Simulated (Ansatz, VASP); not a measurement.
# Y2S2N (Y2NS2 MXene bilayer, AA) in two plane-wave programs

Aim: how closely do two programs agree when they are given the same cell, functional and k mesh? Of the first pair: The structure shown is the start of the Ansatz relaxation below; VASP solves that cell, so the two are compared at the walk's first step.

Method: plane waves, with VASP 6.6.1 beside it; single point at PBE with D3(BJ), in Ansatz 0.2.0.

## Step 1: The structure

The cell holds 10 atoms: 4 S, 4 Y and 2 N. Its edges and angles: a = 3.406 Å, b = 3.406 Å, c = 63.222 Å, α = 90.0°, β = 90.0°, γ = 120.0°. Vacuum lies along c.

Coordinates:

```cif
data_structure
_symmetry_space_group_name_H-M 'P 1'
_symmetry_Int_Tables_number 1
_cell_length_a 3.4063
_cell_length_b 3.4063
_cell_length_c 63.2221
_cell_angle_alpha 90.000
_cell_angle_beta 90.000
_cell_angle_gamma 120.000
_cell_volume 635.27
loop_
_atom_site_label
_atom_site_type_symbol
_atom_site_fract_x
_atom_site_fract_y
_atom_site_fract_z
_atom_site_occupancy
S1 S 0.33333 0.66667 0.37250 1
S2 S 0.66667 0.33333 0.47627 1
S3 S 0.33333 0.66667 0.52373 1
S4 S 0.66667 0.33333 0.62750 1
Y5 Y 0.66667 0.33333 0.40313 1
Y6 Y 0.33333 0.66667 0.44564 1
Y7 Y 0.66667 0.33333 0.55436 1
Y8 Y 0.33333 0.66667 0.59687 1
N9 N 0.00000 0.00000 0.42439 1
N10 N 0.00000 0.00000 0.57561 1
```

## Step 2: Ansatz: relaxation, PBE with D3(BJ)

Ansatz runs on its default PAW (the set named soft_2) files.

The two programs are compared at the cell with which this relaxation starts, whose forces are those of its first step.

Input file input.yaml:

```yaml
crystal:
  lattice:
    - [3.40626, 0.0, 0.0]
    - [-1.70313, 2.9499076919, 0.0]
    - [0.0, 0.0, 63.2221108536]
  atoms:
    - { symbol: S, position: [0.3333333333, 0.6666666667, 0.3724962625] }
    - { symbol: "Y", position: [0.6666666667, 0.3333333333, 0.4031265], spin: 1.0 }
    - { symbol: "N", position: [0.0, 0.0, 0.424385193] }
    - { symbol: "Y", position: [0.3333333333, 0.6666666667, 0.445643886], spin: 1.0 }
    - { symbol: S, position: [0.6666666667, 0.3333333333, 0.4762741234] }
    - { symbol: S, position: [0.3333333333, 0.6666666667, 0.5237258766] }
    - { symbol: "Y", position: [0.6666666667, 0.3333333333, 0.554356114], spin: -1.0 }
    - { symbol: "N", position: [0.0, 0.0, 0.575614807] }
    - { symbol: "Y", position: [0.3333333333, 0.6666666667, 0.5968735], spin: -1.0 }
    - { symbol: S, position: [0.6666666667, 0.3333333333, 0.6275037375] }
  periodic: [true, true, false]
magnetization:
  spin_polarized: true
kpoints:
  mp_grid: { grid: [12, 12, 1] }
hamiltonian:
  xc: pbe
  dispersion: d3bj
scf:
  occupations: { method: fermi_dirac, width: 0.05 }
  convergence: { dr2_threshold: 1.0e-09 }
relax:
  f_tol: 0.004
  max_steps: 90
  cell: {}
output:
  write_potential: true
  write_density: true
  volumetric_format: npy
```

Command:

```bash
ansatz run input.yaml --threads 4 --pin off --max-ram 12288MiB --backend cpu --events-out ev --progress --plain --runs-dir out
```

Numbers of over 12 decimals in the logs are rounded to 6 here.

Log:

```text
Warning: relax.cell: scf.convergence.dr2_threshold = 1e-9 eV is looser than the 1.46549203972e-10 eV advised for a relaxation that steers and ends on the stress (1e-10 eV for each atom of the cell: 10, times the square of relax.cell.stress_2d_tol = 0.05 N/m over 26.1 Å (the atoms' height at the walk's start and 5 Å past either face), 1.914e-2 GPa, over a crystal's default 0.05). What an SCF threshold leaves in a stress goes as its square root, and in the free energy as the threshold itself, and one threshold admits the most on a small cell: [figures from the program's tests cut] Set scf.convergence.dr2_threshold to 1.46549203972e-10 eV or tighter. [rest of the remark cut]
Engine: ansatz 0.2.0, x86_64-unknown-linux-gnu
Pseudopotentials: kind: paw
Pseudopotential: S, paw, valence charge 6, recommended cutoff 420 eV (normal), S.paw.azcp
Pseudopotential: Y, paw, valence charge 11, recommended cutoff 420 eV (normal), Y.paw.azcp
Pseudopotential: N, paw, valence charge 5, recommended cutoff 420 eV (normal), N.paw.azcp
Functional definition: PBE
  parameter kappa = 0.804
  parameter beta = 0.066725
  exchange = pbe_x(kappa = kappa, mu = beta*pi^2/3)
  correlation = pbe_c(beta = beta)
Crystal: 10 atoms, lattice volume = 635.265 Å³
Basis set: ecut = 420 eV, 12439 PW (Γ), exchange–correlation on 48×48×864 points (8 copies of the dense FFT grid, shifted against one another)
Bands: 51, of which v1, the nominal top of the filled ones, is band 39 counted from 1 (38 counted from 0)
Symmetry: 6 space group operations
Space group: P3m1 (ITA 156), of the structure as read, at distance tolerance 8.6e-5 Å
Magnetic group: BNS 164.87 (UNI 1317), of the structure as read, at distance tolerance 8.6e-5 Å
k-points: 19 of 144 (time reversal used)
Non-local potential: S, projectors of the file, l = 0: 2, l = 1: 2, l = 2: 2
Non-local potential: Y, projectors of the file, l = 0: 3, l = 1: 2, l = 2: 2, l = 3: 1
Non-local potential: N, projectors of the file, l = 0: 2, l = 1: 2, l = 2: 1
PAW form: soft (Blöchl's): semilocal exchange-correlation on the pseudo side does not see the compensation charge
PAW one-centre angular grid: S, 110 points (default); XC on 64 Gauss nodes
PAW one-centre angular grid: Y, 590 points (default); XC on 64 Gauss nodes
PAW one-centre angular grid: N, 110 points (default); XC on 64 Gauss nodes
Initial density: superposition of atomic densities (neutral atoms: chi_scale 0, normalization atom)
Starting moments: Σ|m| = 4 μB on 4 of 10 sites
Starting magnetic order: antiferromagnet; an inversion exchanges its spin sublattices: spin-degenerate at every k-point
Initial wavefunctions: pseudopotential atomic-orbital guess
Functional: x = pbe(κ = 0.804, μ = 0.219515), c = pbe(β = 0.066725)
SCF iter   1: F=—  HF=-19791.427466 eV  |F-HF|=—  |Δ(HF+E_count)|=         —  Δρ=2.66e-2 (↑2.66e-2 ↓2.66e-2)  dr2=2.92e1  dr2_m=2.95e-1  M=-0.000 μB ∫|m|=1.191 μB  β_m=0.30  ethr=3.10e-3  ⟨swp⟩=12.2  Hψ=12626  notcnv=0  defer=79
Mixer restart at iter 1: flushing history
preconditioner: auto → LDOS  [metal: Δε(μ)=0.027 eV  Ē_g=8.820 eV  σ=0.050 eV  W_gap=0.14  n_scr=38 (ndim 8)  ℏωp=10.0 eV  f_vac=0.685  D(μ)=6.53/eV (n_scr^D=26)]
spin=Collinear: LDOS preconditioning applied to the charge; magnetization (m = ρ↑ − ρ↓) channel mixes plain (no charge-response kernel on spin).
SCF iter   2: F=—  HF=-19785.818927 eV  |F-HF|=—  |Δ(HF+E_count)|=    5.61e0  Δρ=9.55e-3 (↑9.55e-3 ↓9.55e-3)  dr2=2.63e0  dr2_m=1.75e-1  M=0.000 μB ∫|m|=0.939 μB  β_m=0.36  ethr=3.10e-3  ⟨swp⟩=4.9  Hψ=4527  notcnv=0  defer=124
SCF iter   3: F=—  HF=-19785.659768 eV  |F-HF|=—  |Δ(HF+E_count)|=   1.59e-1  Δρ=5.67e-3 (↑5.67e-3 ↓5.65e-3)  dr2=3.82e-1  dr2_m=6.37e-2  M=0.000 μB ∫|m|=0.702 μB  β_m=0.58  ethr=3.10e-3  ⟨swp⟩=2.9  Hψ=3627  notcnv=0  defer=156
SCF iter   4: F=—  HF=-19785.874962 eV  |F-HF|=—  |Δ(HF+E_count)|=   2.15e-1  Δρ=1.53e-3 (↑1.53e-3 ↓1.53e-3)  dr2=3.38e-2  dr2_m=5.57e-3  M=-0.000 μB ∫|m|=0.351 μB  β_m=0.69  ethr=4.89e-4  ⟨swp⟩=3.4  Hψ=4349  notcnv=0  defer=156
SCF iter   5: F=—  HF=-19785.898739 eV  |F-HF|=—  |Δ(HF+E_count)|=         —  Δρ=5.09e-4 (↑4.78e-4 ↓5.09e-4)  dr2=5.99e-3  dr2_m=1.01e-3  M=0.000 μB ∫|m|=0.140 μB  β_m=0.69  ethr=4.33e-5  ⟨swp⟩=3.5  Hψ=4334  notcnv=0  defer=157
[...]
relax step  14: F+E_penalty+E_count = -19787.21131130 eV  Δ(F+E_penalty+E_count) = -7.447e-4 eV  max|allowed force component| = 7.287e-4 eV/Å  Δτ_max = 0.0000 Å  P = +0.008 N/m  Ω = 741.045 Å³  fix = [c, alpha, beta]  reactions: c +0.000 N/m  stress off target by 7.84e-3 N/m on what of the cell is left free  SCF on the basis re-selected at this cell (its energy is not comparable with the rows above)  (4 SCF iters)
basis re-selected at this cell: Δ(F+E_penalty+E_count) = -7.447e-4 eV, ΔP = +0.004 N/m vs the last step (what re-selecting the basis moved, of the pressure what is left beyond the Pulay correction that the steps carried, after the strain that the cell walked since its last selection, with what the two solves' SCF thresholds leave and, on support functions, any second-order correction that the steps lacked; it is no m [...]
WARN: The output density's exchange-correlation potential varies sharply where the density is thin. Do not read a vacuum level from v_tot or v_xc, or from such a field of the output density. On a cell that repeats whose density bears no net charge and no dipole along the vacuum's axis use v_es (v_loc + v_h of the components); under efield.dipole_correction with no amplitude use v_es + v_field, which holds any externa [...]
SCF converged after 4 iterations
Magnetization: -0.0000 μB (39.0000 up, 39.0000 down)
Absolute magnetization: 0.0000 μB (∫|ρ↑−ρ↓|, with the PAW one-centre terms)
Spin contamination: 0.0000 ħ² per cell (⟨S²⟩ above its minimum at these occupations)
Per-site moments (μB) at R_I (Å): [(2.0019702947963352e-7, 1.087580), (-8.257784527741053e-9, 1.050471), (-5.543346693051573e-8, 1.041434), (-1.861293522647643e-8, 1.041434), (-4.490338034159865e-7, 1.090347), (-1.1048443184365644e-6, 1.090347), (6.984011235534596e-8, 1.041434), (-1.1316388717699214e-6, 1.041434), (8.071053007071538e-8, 1.050471), (-9.102140311530373e-7, 1.087580)]
Free energy (F): -19787.211311 eV
Harris-Foulkes:  -19787.211311 eV  (|F-HF|=3.73e-7)
Internal energy: -19787.146836 eV  (E = F + TS)
E sigma→0 (E₀):  -19787.179074 eV
Entropy (-TS):   -0.064475 eV (-6.447 meV/atom)
Fermi energy:    -7.197157 eV
--- Per-component energies (eV) ---
  E_band       = -1564.784705
  E_kinetic    = 1909.803637
  E_local      = -488691.290136  (includes V_loc(G=0)·N_el)
  E_nonlocal   = 403.687517
  E_hartree    = 243193.491564
  E_xc         = -1206.816347
  E_vxc        = -1304.936671  (∫ρ·V_xc dr)
  E_paw        = -13955.585117  (= ΣΔE_a)
  E_vpaw       = -269.030060  (= ΣTr[D̂ρ^β])
  E_aug_tail   = 0.000195  (compensation charges beyond the density's cutoff)
  E_ewald      = 238562.358676
  E_disp       = -2.796825  (pairwise vdW)
  E_smearing   = -0.064475  (= −TS)
  E_closure    = -0.000000  (closes the sum)
  Σ components = -19787.211311   (vs F -19787.211311, Δ=0.00e0)
--- Forces (eV/Å), atoms counted from 1 ---
  atom   1  S      0.00000000    -0.00000000     0.00072867
  atom   2  Y     -0.00000000     0.00000000     0.00035715
  atom   3  N      0.00000000     0.00000000    -0.00024396
  atom   4  Y     -0.00000000    -0.00000000     0.00018369
  atom   5  S      0.00000000     0.00000000     0.00002203
  atom   6  S     -0.00000000    -0.00000000    -0.00002279
  atom   7  Y      0.00000000     0.00000000    -0.00018305
  atom   8  N      0.00000000    -0.00000000     0.00024373
  atom   9  Y      0.00000000    -0.00000000    -0.00035690
  atom  10  S      0.00000000     0.00000000    -0.00072867
  max |Σ_I F_I| component: 1.04e-7 eV/Å
--- 2D stress c σ (N/m, compression-positive) ---
        0.007843       0.000000       0.000000
        0.000000       0.007843       0.000000
        0.000000       0.000000       0.000000
  P = ½ c Tr σ = 0.0078 N/m
--- Band table (eV; the first three rows and the last of 38) ---
  k-point 0 ↑: bands = [... 35 lower, -6.7914, -6.7487, -6.7487, -6.6584, -6.6584, -3.6983, -3.6983, -3.6746, ... 8 higher]
  k-point 1 ↑: bands = [... 35 lower, -7.0758, -6.9888, -6.8592, -6.7612, -6.6959, -3.8798, -3.8486, -3.5386, ... 8 higher]
  k-point 2 ↑: bands = [... 35 lower, -7.4612, -7.0818, -6.9859, -6.9720, -6.8678, -4.3561, -4.2493, -3.1762, ... 8 higher]
  k-point 18 ↓: bands = [... 35 lower, -8.1285, -8.0065, -8.0065, -7.6238, -7.6238, -3.2594, -3.2594, -3.1659, ... 8 higher]
  the weakly bound empty levels are not read free of the cell's end (no_gap_told)
--- Relaxed structure (12 steps of the walk, 12 accepted, 2 SCFs on fresh bases) ---
  F+E_penalty+E_count = -19787.21131130 eV   max|allowed force component| = 7.287e-4 eV/Å   (the final SCF, on the basis selected at the relaxed cell)
  cell:  # Å, volume = 741.0452 Å³
    - [3.678939, 2.0182264489877057e-17, 0]
    - [-1.839469, 3.186054, 0]
    - [0, 0, 63.2221108536]
  atoms:
    - { symbol: S, position: [0.333333, 0.666667, 0.385212] }
    - { symbol: Y, position: [0.666667, 0.333333, 0.409919] }
    - { symbol: N, position: [-1.065357190329361e-17, 0, 0.432140] }
    - { symbol: Y, position: [0.333333, 0.666667, 0.453727] }
    - { symbol: S, position: [0.666667, 0.333333, 0.478612] }
    - { symbol: S, position: [0.333333, 0.666667, 0.521388] }
    - { symbol: Y, position: [0.666667, 0.333333, 0.546273] }
    - { symbol: N, position: [1.0653570513546364e-17, 0, 0.567860] }
    - { symbol: Y, position: [0.333333, 0.666667, 0.590081] }
    - { symbol: S, position: [0.666667, 0.333333, 0.614788] }
```

Reading the cycles: dr2 is the Hartree energy of the density residual (eV), the measure of convergence; HF is the Harris–Foulkes estimate of the energy, which meets the free energy F at convergence.

(Part 1 of 3 ends here.)

[Lines on the potential files, build, host, timing and source positions are cut from VASP's logs without a mark.]

[Logs are printed without paths, hosts, clocks, repeated set-up lines and the standing remarks that a program may print on its own settings, such as how far it seeks lower states.]

[Hosts, paths, dates, database ids (printed as entryN), source tags and the programs' standing remarks are cut or masked in the printed files.]
